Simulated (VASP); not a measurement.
Calculation: rev-vdW-DF2, VASP's PBE PAW potentials (set 64) (plane waves; VASP).

The input files of a VASP run:

KPOINTS:
```
kpoints
0
G
  17 17 17
```

### POSCAR
```
Ta
1
   -1.6504019800     1.6504019800     1.6504019800
    1.6504019800    -1.6504019800     1.6504019800
    1.6504019800     1.6504019800    -1.6504019800
Ta
1
Direct
  0.0000000000   0.0000000000   0.0000000000
```

INCAR:
```
# general
SYSTEM   = Ta
PREC     = Accurate
ENCUT    = 520
LREAL    = .False.
LASPH    = .True.

# electronic loop
EDIFF    = 1E-7
NELM     = 100
ALGO     = Normal
LMAXMIX  = 6

# smearing
ISMEAR   = -5

# functional
GGA      = MK
LUSE_VDW = .True.
AGGAC    = 0.0
PARAM1   = 0.1234568
PARAM2   = 0.7114
ZAB_VDW  = -1.8867

# ions
ISIF     = 2

# output
LWAVE    = .False.
LCHARG   = .True.
LORBIT   = 11
NEDOS    = 601
```

POTCAR, in this order: Ta_pv (PBE.64 set). Program: vasp_std.

The run wrote:

File OSZICAR:
```
       N       E                     dE             d eps       ncg     rms          rms(c)
DAV:   1     0.479215371974E+02    0.47922E+02   -0.66723E+03  2978   0.117E+03
DAV:   2    -0.936136253623E+01   -0.57283E+02   -0.56551E+02  3829   0.245E+02
DAV:   3    -0.999905385321E+01   -0.63769E+00   -0.62117E+00  3404   0.264E+01
DAV:   4    -0.100034345667E+02   -0.43807E-02   -0.43790E-02  3399   0.178E+00
DAV:   5    -0.100034607381E+02   -0.26171E-04   -0.26170E-04  3318   0.122E-01    0.135E+01
DAV:   6    -0.965908243912E+01    0.34438E+00   -0.38259E-01  3083   0.750E+00    0.656E+00
DAV:   7    -0.955664113819E+01    0.10244E+00   -0.30662E-01  3116   0.639E+00    0.369E-01
DAV:   8    -0.955540674609E+01    0.12344E-02   -0.37311E-03  3194   0.817E-01    0.792E-02
DAV:   9    -0.955540572326E+01    0.10228E-05   -0.89140E-05  3158   0.117E-01    0.313E-02
DAV:  10    -0.955540332274E+01    0.24005E-05   -0.82653E-06  3273   0.404E-02    0.406E-03
DAV:  11    -0.955540271960E+01    0.60314E-06   -0.24299E-07  3166   0.697E-03    0.736E-04
DAV:  12    -0.955540263230E+01    0.87299E-07   -0.42390E-09  1542   0.766E-04
   1 F= -.95554026E+01 E0= -.95554026E+01  d E =0.000000E+00
```

File OUTCAR:
```
------------------------ aborting loop because EDIFF is reached ----------------------------------------
  FORCE on cell =-STRESS in cart. coord.  units (eV):
  Direction    XX          YY          ZZ          XY          YZ          ZX
  --------------------------------------------------------------------------------------
  Total       -0.0134584     -0.0134584     -0.0134584     -0.0000000     -0.0000000      0.0000000
  in kB       -1.1991541     -1.1991541     -1.1991541     -0.0000000     -0.0000000      0.0000000
  external PRESSURE =      -1.1991541 kB  Pullay stress =       0.0000000 kB
  volume of cell :       17.98
      direct lattice vectors                 reciprocal lattice vectors
    -1.650401980  1.650401980  1.650401980     0.000000000  0.302956495  0.302956495
     1.650401980 -1.650401980  1.650401980     0.302956495  0.000000000  0.302956495
     1.650401980  1.650401980 -1.650401980     0.302956495  0.302956495  0.000000000
 POSITION                                       TOTAL-FORCE (eV/Angst)
 -----------------------------------------------------------------------------------
      0.00000      0.00000      0.00000        -0.000000      0.000000     -0.000000
 -----------------------------------------------------------------------------------
    total drift:                                0.000000      0.000000     -0.000000
  FREE ENERGIE OF THE ION-ELECTRON SYSTEM (eV)
  ---------------------------------------------------
  free  energy   TOTEN  =        -9.5554026323 eV

  energy  without entropy=       -9.5554026323  energy(sigma->0) =       -9.55540263

 total charge

# of ion       s       p       d       tot
------------------------------------------
    1        0.370   6.168   2.410   8.948
```
(Selected blocks of OUTCAR.)

For a metal the tetrahedron method with Blöchl corrections gives inexact stress and forces.

The compound is Ta in the bcc structure. It was relaxed first.
